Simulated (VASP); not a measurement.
A run of VASP 6.6.1:

INCAR

```
ALGO = Normal ; EDIFF = 1E-6
EDIFFG = -0.02 ; ENCUT = 600
GGA = PS ; IBRION = 2
ISIF = 3 ; ISMEAR = -1
IVDW = 13 ; LASPH = T
LCHARG = F ; LREAL = F
LWAVE = F ; NELM = 60
NSW = 40 ; PREC = Accurate
SIGMA = 0.05
```

File KPOINTS:

```
k-points
0
Gamma
  4 4 4
```

The input POSCAR:

```
Cs2InAgCl6
1.0
    0.0000000000      5.2345000000      5.2345000000
    5.2345000000      0.0000000000      5.2345000000
    5.2345000000      5.2345000000      0.0000000000
Cs In Ag Cl
2 1 1 6
Direct
    0.7500000000      0.7500000000      0.7500000000
    0.2500000000      0.2500000000      0.2500000000
    0.0000000000      0.0000000000      0.0000000000
    0.5000000000      0.5000000000      0.5000000000
    0.7602100000      0.7602100000      0.2397900000
    0.2397900000      0.2397900000      0.7602100000
    0.7602100000      0.2397900000      0.7602100000
    0.2397900000      0.7602100000      0.7602100000
    0.2397900000      0.7602100000      0.2397900000
    0.7602100000      0.2397900000      0.2397900000
```

Potentials or basis: VASP PAW PBE potentials, release 64 (Cs_sv, In_d, Ag, Cl).

The run is started by

```bash
$ cat potpaw_PBE.64/Cs_sv/POTCAR potpaw_PBE.64/In_d/POTCAR potpaw_PBE.64/Ag/POTCAR potpaw_PBE.64/Cl/POTCAR > POTCAR
$ mpirun -np 1 vasp_std > vasp.out
```

Hardware: 1 thread of Intel(R) Xeon(R) 6975P-C (Granite Rapids), with other jobs on the host.

Q: How long does it take, and how much memory?

A: It took 9.3 min on 1 thread of Intel(R) Xeon(R) 6975P-C (Granite Rapids), with other jobs on the host, peak memory 0.59 GiB. Counts: scf iterations 46, k points 8, ion steps 5.
